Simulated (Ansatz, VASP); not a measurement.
# Cross-check of Al5Ga3As8 (alloy, x = 0.375, one random ordering in a cell of 16 atoms (invented)) between VASP and Ansatz, part 2 of 2

Wanted: the spread between two codes on one cell, functional and k mesh. The cell is generated by rule, not measured, and may not be a known phase. The cell is taken from a series of runs on this material, whose earlier steps may have relaxed, scaled, displaced or heated it; both programs get it as it stands.

VASP 6.6.1 and Ansatz 0.2.0.

So far: The starting structure; Ansatz: relaxation of cell and atoms, r2SCAN.

## 3. VASP: relaxation of cell and atoms, r2SCAN

Level of this step: r2SCAN; plane waves and PAW (Al, Ga_d, As); invented cell (VASP).

The same cell, functional, mesh and smearing now go to VASP, with its own data sets.

Lines of VASP's logs that name or quote its potential files are left out, and so is its time.

File INCAR:

```
SYSTEM = Al5Ga3As8
PREC = Accurate
ENCUT = 550
EDIFF = 1E-07
NELM = 120
ISMEAR = 0
SIGMA = 0.02
LREAL = .FALSE.
ALGO = Normal
METAGGA = R2SCAN
LASPH = .TRUE.
NBANDS = 63
LORBIT = 11
LWAVE = .FALSE.
LCHARG = .FALSE.
ISIF = 3
IBRION = 2
NSW = 80
EDIFFG = -0.005
GGA_COMPAT = .FALSE.
NELMIN = 4
EFERMI = MIDGAP
LMIXTAU = .TRUE.
KPAR = 4
```

File POSCAR:

```
Al5Ga3As8
1.0
   -4.0008100000      4.0008100000      5.6580000000
    4.0008100000     -4.0008100000      5.6580000000
    4.0008100000      4.0008100000     -5.6580000000
Al Ga As
5 3 8
Direct
    0.2500000000      0.7500000000      0.0000000000
    0.7500000000      0.7500000000      0.5000000000
    0.2500000000      0.2500000000      0.5000000000
    0.7500000000      0.2500000000      0.5000000000
    0.7500000000      0.2500000000      0.0000000000
    0.7500000000      0.7500000000      0.0000000000
    0.2500000000      0.7500000000      0.5000000000
    0.2500000000      0.2500000000      0.0000000000
    0.3750000000      0.6250000000      0.7500000000
    0.8750000000      0.6250000000      0.7500000000
    0.3750000000      0.6250000000      0.2500000000
    0.8750000000      0.6250000000      0.2500000000
    0.3750000000      0.1250000000      0.2500000000
    0.8750000000      0.1250000000      0.2500000000
    0.3750000000      0.1250000000      0.7500000000
    0.8750000000      0.1250000000      0.7500000000
```

File KPOINTS:

```
Automatic mesh
0
Gamma
4 4 4
0 0 0
```

PAW data sets: Al, Ga_d and As (PBE family, release 64).

Launch:

```bash
$ mpirun -np 4 vasp_std
```

Numbers of over 12 decimals in the logs are rounded to 6 here.

What it wrote:

```text
[banner, memory and clock lines left out]
running    4 mpi-ranks, on    1 nodes
 distrk:  each k-point on    1 cores,    4 groups
 distr:  one band on    1 cores,    1 groups

 POSCAR found type information on POSCAR AlGaAs
 POSCAR found :  3 types and      16 ions
|                                                                             |
|               ----> ADVICE to this user running VASP <----                  |
|                                                                             |
|     You enforced a specific xc type in the INCAR file but a different       |
|     [... a line on the potential file left out ...]
|     I HOPE YOU KNOW WHAT YOU ARE DOING!                                     |
|                                                                             |

 LDA part: xc-table for (None), standard interpolation
 POSCAR, INCAR and KPOINTS ok, starting setup
 FFT: planning ... GRIDC
 FFT: planning ... GRID_SOFT
 FFT: planning ... GRID
 WAVECAR not read
 entering main loop
       N       E                     dE             d eps       ncg     rms          rms(c)
DAV:   1     0.643741690935E+03    0.64374E+03   -0.39605E+04  1705   0.170E+03
DAV:   2    -0.718942068445E+02   -0.71564E+03   -0.67607E+03  1870   0.448E+02
DAV:   3    -0.198088036794E+03   -0.12619E+03   -0.11995E+03  1922   0.150E+02
DAV:   4    -0.206694486653E+03   -0.86064E+01   -0.85038E+01  2092   0.390E+01
DAV:   5    -0.206983413984E+03   -0.28893E+00   -0.28804E+00  2196   0.705E+00    0.115E+01
DAV:   6    -0.199260985298E+03    0.77224E+01   -0.47472E+00  2249   0.156E+01    0.639E+00
DAV:   7    -0.191822122323E+03    0.74389E+01   -0.20399E+00  1820   0.645E+00    0.277E+00
DAV:   8    -0.195013064368E+03   -0.31909E+01   -0.25767E+00  1831   0.613E+00    0.993E-01
DAV:   9    -0.194059611124E+03    0.95345E+00   -0.37785E-01  1785   0.355E+00    0.787E-01
DAV:  10    -0.194391717005E+03   -0.33211E+00   -0.15426E-01  1813   0.208E+00    0.409E-01
DAV:  11    -0.194560867738E+03   -0.16915E+00   -0.17996E-01  1750   0.217E+00    0.188E-01
DAV:  12    -0.194569411796E+03   -0.85441E-02   -0.20421E-02  1924   0.880E-01    0.200E-01
DAV:  13    -0.194570353896E+03   -0.94210E-03   -0.83716E-04  2122   0.189E-01    0.181E-01
DAV:  14    -0.194572564894E+03   -0.22110E-02   -0.21236E-03  1860   0.371E-01    0.566E-02
DAV:  15    -0.194572707989E+03   -0.14310E-03   -0.61639E-04  2200   0.226E-01    0.979E-02
DAV:  16    -0.194572951190E+03   -0.24320E-03   -0.26609E-04  1836   0.136E-01    0.359E-02
DAV:  17    -0.194572986589E+03   -0.35399E-04   -0.52454E-05  2321   0.454E-02    0.141E-02
DAV:  18    -0.194572948045E+03    0.38544E-04   -0.48763E-05  1794   0.478E-02    0.103E-02
DAV:  19    -0.194572995051E+03   -0.47006E-04   -0.36623E-05  1780   0.287E-02    0.396E-03
DAV:  20    -0.194573000225E+03   -0.51740E-05   -0.28150E-06  1918   0.171E-02    0.179E-03
DAV:  21    -0.194573001109E+03   -0.88487E-06   -0.54668E-07  2066   0.450E-03    0.882E-04
DAV:  22    -0.194573000910E+03    0.19931E-06   -0.21376E-07  1461   0.313E-03    0.199E-03
DAV:  23    -0.194573000942E+03   -0.32269E-07   -0.33525E-07  1595   0.571E-03
   1 F= -.19457300E+03 E0= -.19457300E+03  d E =-.194573E+03
[...]
2 F= -.19457847E+03 E0= -.19457847E+03  d E =-.547318E-02
[...]
3 F= -.19458044E+03 E0= -.19458044E+03  d E =-.743435E-02
[...]
4 F= -.19458043E+03 E0= -.19458043E+03  d E =-.742898E-02
[...]
5 F= -.19458093E+03 E0= -.19458093E+03  d E =-.504541E-03
 trial-energy change:   -0.000505  1 .order   -0.000504   -0.000717   -0.000291
 step:   1.5737(harm=  1.5737)  dis= 0.00309  next Energy=  -194.581033 (dE=-0.603E-03)
 bond charge predicted
       N       E                     dE             d eps       ncg     rms          rms(c)
DAV:   1    -0.194580984931E+03   -0.50403E-04   -0.77549E-03  1830   0.335E-01    0.326E-02
DAV:   2    -0.194581036715E+03   -0.51784E-04   -0.57011E-04  2061   0.113E-01    0.175E-02
DAV:   3    -0.194581035897E+03    0.81798E-06   -0.34853E-05  2318   0.302E-02    0.968E-03
DAV:   4    -0.194581036063E+03   -0.16645E-06   -0.56576E-06  2309   0.209E-02    0.336E-03
DAV:   5    -0.194581035390E+03    0.67369E-06   -0.19215E-06  1871   0.730E-03    0.120E-03
DAV:   6    -0.194581035218E+03    0.17158E-06   -0.83565E-07  1806   0.475E-03    0.896E-04
DAV:   7    -0.194581034999E+03    0.21915E-06   -0.26001E-07  1598   0.294E-03    0.451E-04
DAV:   8    -0.194581034774E+03    0.22532E-06   -0.69427E-08  1201   0.155E-03    0.133E-04
DAV:   9    -0.194581034700E+03    0.73498E-07   -0.22238E-08   987   0.106E-03
   6 F= -.19458103E+03 E0= -.19458103E+03  d E =-.604777E-03
 curvature:  -0.81 expect dE=-0.478E-05 dE for cont linesearch -0.159E-07
 trial: gam= 0.00382 g(F)=  0.394E-05 g(S)=  0.194E-05 ort = 0.393E-05 (trialstep = 0.106E+01)
 search vector abs. value=  0.593E-05
 reached required accuracy - stopping structural energy minimisation
```

OUTCAR, selected parts (step 3):

```text
ion  position               nearest neighbor table
   1  0.250  0.750  0.000-   9 2.45  10 2.45  11 2.45  13 2.45
   2  0.750  0.750  0.500-  10 2.45  11 2.45  12 2.45  16 2.45
   3  0.250  0.250  0.500-   9 2.45  13 2.45  14 2.45  15 2.45
   4  0.750  0.250  0.500-  10 2.45  13 2.45  14 2.45  16 2.45
   5  0.750  0.250  0.000-  12 2.45  14 2.45  15 2.45  16 2.45
   6  0.750  0.750  0.000-   9 2.45  10 2.45  12 2.45  14 2.45
   7  0.250  0.750  0.500-   9 2.45  11 2.45  12 2.45  15 2.45
   8  0.250  0.250  0.000-  11 2.45  13 2.45  15 2.45  16 2.45
   9  0.375  0.625  0.750-   1 2.45   3 2.45   6 2.45   7 2.45
  10  0.875  0.625  0.750-   1 2.45   2 2.45   4 2.45   6 2.45
  11  0.375  0.625  0.250-   1 2.45   2 2.45   7 2.45   8 2.45
  12  0.875  0.625  0.250-   2 2.45   5 2.45   6 2.45   7 2.45
  13  0.375  0.125  0.250-   1 2.45   3 2.45   4 2.45   8 2.45
  14  0.875  0.125  0.250-   3 2.45   4 2.45   5 2.45   6 2.45
  15  0.375  0.125  0.750-   3 2.45   5 2.45   7 2.45   8 2.45
  16  0.875  0.125  0.750-   2 2.45   4 2.45   5 2.45   8 2.45

  LATTYP: Found a face centered cubic cell.
 ALAT       =    11.3159997625

 Subroutine GETGRP returns: Found  8 space group operations
 (whereof  8 operations were pure point group operations)

The static configuration has the point symmetry D_2d.

 Found     13 irreducible k-points:

   k-points           NKPTS =     13   k-points in BZ     NKDIM =     13   number of bands    NBANDS=     63

   dimension x,y,z NGX =    64 NGY =   64 NGZ =   64
   dimension x,y,z NGXF=   128 NGYF=  128 NGZF=  128

   ENCUT  =  550.0 eV  40.42 Ry    6.36 a.u.  15.30 15.30 15.30*2*pi/ulx,y,z

   NELECT =      94.0000    total number of electrons

 k-points in reciprocal lattice and weights: Automatic mesh
   0.00000000  0.00000000  0.00000000       0.016
   0.25000000 -0.00000000  0.00000000       0.125
   0.50000000 -0.00000000  0.00000000       0.062
   0.25000000  0.25000000  0.00000000       0.125
   0.25000000 -0.25000000  0.25000000       0.062
   0.50000000  0.25000000  0.00000000       0.250
   0.50000000 -0.25000000  0.25000000       0.125
  -0.25000000  0.25000000  0.00000000       0.062
  -0.25000000 -0.25000000  0.25000000       0.031
   0.50000000  0.50000000  0.00000000       0.031
   0.50000000  0.50000000  0.50000000       0.016
   0.25000000  0.25000000  0.25000000       0.031
   0.50000000  0.50000000  0.25000000       0.062

 average (electrostatic) potential at core
       1 -79.4311       2 -79.4311       3 -79.4311       4 -79.4517       5 -79.4311
       6 -71.0846       7 -71.0691       8 -71.0846       9 -54.5019      10 -54.4114
      11 -54.5019      12 -54.5019      13 -54.4114      14 -54.4114      15 -54.5019
      16 -54.4114

 E-fermi :   4.3210

 k-point     1 :       0.0000    0.0000    0.0000
  band No.  band energies     occupation
    ...
     43       2.6732      2.00000
     44       2.6765      2.00000
     45       3.5658      2.00000
     46       3.5878      2.00000
     47       3.5878      2.00000
     48       5.0543      0.00000
     49       5.1377      0.00000
     50       5.3180      0.00000
     51       5.3846      0.00000
     52       5.3846      0.00000
    ...

 k-point     2 :       0.2500   -0.0000    0.0000
  band No.  band energies     occupation
    ...
     43       2.3682      2.00000
     44       2.7320      2.00000
     45       2.7353      2.00000
     46       3.3926      2.00000
     47       3.4005      2.00000
     48       5.5441      0.00000
     49       5.6102      0.00000
     50       5.7589      0.00000
     51       5.8530      0.00000
     52       6.1894      0.00000
    ...

 k-point     3 :       0.5000   -0.0000    0.0000
  band No.  band energies     occupation
    ...
     43       1.8174      2.00000
     44       2.9872      2.00000
     45       2.9878      2.00000
     46       3.0634      2.00000
     47       3.0695      2.00000
     48       5.9121      0.00000
     49       5.9548      0.00000
     50       6.1105      0.00000
     51       6.4605      0.00000
     52       6.5146      0.00000
    ...

  Total        0.0123110      0.0123110     -0.0184746      0.0000000      0.0000000      0.0000000
  in kB        0.0539653      0.0539653     -0.0809835      0.0000000      0.0000000      0.0000000
  external PRESSURE =       0.0089824 kB  Pullay stress =       0.0000000 kB

  energy-cutoff  :      550.00
  volume of cell :      365.50
      direct lattice vectors                 reciprocal lattice vectors
    -4.013237921  4.013237921  5.673363030     0.000000000  0.124587680  0.088131149
     4.013237921 -4.013237921  5.673363030     0.124587680  0.000000000  0.088131149
     4.013237921  4.013237921 -5.673363030     0.124587680  0.124587680  0.000000000

 POSITION                                       TOTAL-FORCE (eV/Angst)
 -----------------------------------------------------------------------------------
      2.00892     -2.00892      5.67336         0.000640     -0.000640      0.000000
      2.00892      2.00892      5.67336         0.000640      0.000640      0.000000
      2.00431      2.00431      0.00000        -0.000640     -0.000640      0.000000
     -0.00000      4.01324      2.83668        -0.000000      0.000000      0.000000
     -2.00892      2.00892      5.67336        -0.000640      0.000640      0.000000
      4.01324      4.01324      2.83842         0.000000     -0.000000      0.001924
      4.01324     -0.00000      2.83668        -0.000000      0.000000      0.000000
      4.01324      4.01324     -2.83842         0.000000      0.000000     -0.001924
      4.01324      2.00664      1.41321        -0.000000      0.000437     -0.001528
      2.00231      4.01324      4.25802         0.000187      0.000000     -0.003900
      2.00659      0.00000      4.26015        -0.000437      0.000000      0.001528
      0.00000      2.00659      7.08658        -0.000000     -0.000437     -0.001528
     -0.00000      2.01092      1.41535        -0.000000     -0.000187      0.003900
     -2.00231      4.01324      4.25802        -0.000187     -0.000000     -0.003900
      2.00664      4.01324     -1.41321         0.000437      0.000000      0.001528
      0.00000      6.01555      1.41535         0.000000      0.000187      0.003900
 -----------------------------------------------------------------------------------
    total drift:                               -0.000000      0.000000     -0.000000

  FREE ENERGIE OF THE ION-ELECTRON SYSTEM (eV)
  ---------------------------------------------------
  free  energy   TOTEN  =      -194.5810347001 eV

  energy  without entropy=     -194.5810347001  energy(sigma->0) =     -194.58103470

 reached required accuracy - stopping structural energy minimisation

 total charge
# of ion       s       p       d       tot
------------------------------------------
    1        0.400   0.379   0.000   0.779
    2        0.400   0.379   0.000   0.779
    3        0.400   0.379   0.000   0.779
    4        0.400   0.378   0.000   0.777
    5        0.400   0.379   0.000   0.779
    6        0.842   0.772   9.998  11.611
    7        0.843   0.775   9.998  11.615
    8        0.842   0.772   9.998  11.611
    9        1.196   1.681   0.028   2.905
   10        1.192   1.708   0.027   2.926
   11        1.196   1.681   0.028   2.905
   12        1.196   1.681   0.028   2.905
   13        1.192   1.708   0.027   2.926
   14        1.192   1.708   0.027   2.926
   15        1.196   1.681   0.028   2.905
   16        1.192   1.708   0.027   2.926
--------------------------------------------------
tot         14.077  17.769  30.212  62.059

[... 3 further parts left out ...]
```

CONTCAR:

```
Al5Ga3As8
   1.00000000000000
    -4.0132379213052909    4.0132379213052909    5.6733630297917621
     4.0132379213052909   -4.0132379213052909    5.6733630297917621
     4.0132379213052909    4.0132379213052909   -5.6733630297917621
  Al              Ga              As
     5     3     8
Direct
     0.2497127729032991    0.7502872270967008    0.0000000000000000
     0.7502872270967008    0.7502872270967008    0.5005744541934019
     0.2497127729032991    0.2497127729032991    0.4994255458065982
     0.7500000000000000    0.2500000000000000    0.5000000000000000
     0.7502872270967008    0.2497127729032991    0.0000000000000000
     0.7501531466615048    0.7501531466615048    1.0000000000000000
     0.2500000000000000    0.7500000000000000    0.5000000000000000
     0.2498468533384953    0.2498468533384953    1.0000000000000000
     0.3745511495276440    0.6245480160488915    0.7500031334787524
     0.8752639145044492    0.6247275548569934    0.7494636403525443
     0.3754519839511085    0.6254488504723560    0.2499968665212476
     0.8745448825701391    0.6245480160488915    0.2499968665212476
     0.3752724451430066    0.1247360854955508    0.2505363596474558
     0.8752639145044492    0.1258002741519050    0.2505363596474558
     0.3754519839511085    0.1254551174298609    0.7500031334787524
     0.8741997258480950    0.1247360854955508    0.7494636403525443
```

The gap is read on the k-mesh alone, so it is an upper bound where the band edges lie off the mesh. The run keeps the 8 symmetry operations of its start, so it cannot find a distortion of lower symmetry.

## 4. Differences

Known differences besides the potentials themselves: VASP keeps PBE cores, Ansatz makes them for the functional; the data sets hold 174 valence electrons in Ansatz (on its PAW soft_1 files) and 94 in VASP; the cutoff is 500 eV in Ansatz and 550 eV in VASP; Ansatz adds a Pulay correction to the stress that steers its cell, VASP none. Total energies have different zeros and are not compared.

Compared:

```tsv
quantity	Ansatz	VASP	difference
volume (Å³)	365.23	365.50	-0.07 %
edge a after relaxation, in the typed setting (Å)	8.023	8.025	-0.03 %
```

## 5. Summary of results

```yaml
difference_in_volume_relaxation_of_cell_and_atoms_r2scan: -0.074 %
```

**Reading.** The difference in volume is -0.074 % (relaxation of cell and atoms, r2SCAN), within the 1.2 % picked in this series as the mark of a large difference, as far as the stopping tolerances let one tell. The data sets hold unlike numbers of valence electrons (174 in Ansatz and 94 in VASP), so part of the differences comes from the potentials. Such differences can come from data sets, numerical settings and the points named under the comparisons, not from the functional's error against experiment.

[Lines on the potential files, build, host, timing and source positions are cut from VASP's logs without a mark.]

[Logs are printed without paths, hosts, clocks, repeated set-up lines and the standing remarks that a program may print on its own settings, such as how far it seeks lower states.]

[Hosts, paths, dates, database ids (printed as entryN), source tags and the programs' standing remarks are cut or masked in the printed files.]
